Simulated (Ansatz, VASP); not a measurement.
Be5Sn in VASP and in Ansatz

Contents of INCAR:

```
PREC = Accurate
ENCUT = 600
EDIFF = 1E-6
ISMEAR = 0
SIGMA = 0.1
LREAL = F
LASPH = T
NELM = 60
ALGO = Normal
ISIF = 3
LWAVE = F
LCHARG = F
GGA = PS
IBRION = 2
NSW = 100
EDIFFG = -0.05
```

File KPOINTS:

```
regular mesh
0
Gamma
  6 6 6
```

The input POSCAR:

```
Be5Sn
1.0
    4.3206866383      0.0000000000      0.0000000000
   -2.1603433191      3.7418243905      0.0000000000
    0.0000000000      0.0000000000      3.2884490798
Be Sn
5 1
Direct
    0.3333333333      0.6666666667      0.0000000000
    0.6666666667      0.3333333333      0.0000000000
    0.5000000000      0.0000000000      0.5000000000
    0.5000000000      0.5000000000      0.5000000000
    0.0000000000      0.5000000000      0.5000000000
    0.0000000000      0.0000000000      0.0000000000
```

Input for Ansatz:

```yaml
crystal:
  lattice:
    - [4.3206866383, 0.0, 0.0]
    - [-2.1603433191, 3.7418243905, 0.0]
    - [0.0, 0.0, 3.2884490798]
  atoms:
    - { symbol: Be, position: [0.3333333333, 0.6666666667, 0.0] }
    - { symbol: Be, position: [0.6666666667, 0.3333333333, 0.0] }
    - { symbol: Be, position: [0.5, 0.0, 0.5] }
    - { symbol: Be, position: [0.5, 0.5, 0.5] }
    - { symbol: Be, position: [0.0, 0.5, 0.5] }
    - { symbol: Sn, position: [0.0, 0.0, 0.0] }
basis:
  ecutwfc: 420
kpoints:
  mp_grid: { grid: [6, 6, 6] }
hamiltonian:
  xc: pbesol
scf:
  occupations: { method: gaussian, width: 0.1 }
output:
  forces: true
  stress: true
  eigenvalues: true
relax:
  adjacent_minimum: "off"
  f_tol: 0.05
  max_steps: 80
  cell: { stress_tol: 0.5 }
```

The cell comes from a database or a generator and needn't be the stable form of this composition.

Alike in both runs: task relaxation of cell and atoms; functional PBEsol; k mesh 6 × 6 × 6; occupations gaussian, width 0.1 eV; no spin polarisation.

|  | VASP | Ansatz |
| --- | --- | --- |
| version | VASP 6.6.1 | Ansatz 0.2.0 |
| potentials or method | VASP PAW PBE potentials, release 64 (Be, Sn_d) | scalar-relativistic, plane waves, PAW |
| plane-wave cutoff (eV) | 600 | 420 |
| valence electrons in the cell | 24 | 24 |

```csv
,VASP,Ansatz,Ansatz less VASP
"gap on the k mesh at the Fermi level, each at its own relaxed structure (eV)",none,none,-
relaxed volume (Å³/atom),11.05,11.06,+0.005
relaxed cell length with the largest relative difference (Å),3.595,3.605,+0.0098
energy change over the relaxation (meV/atom),-181,-178,+3.4
```

A gap of «none» marks a metal or a gap that the smearing closes.

Caveats: the volume moved by over 15 % at a fixed basis, so the end points are rough (VASP); the PAW data sets were made with another functional, which shifts forces and pressure a little (VASP).
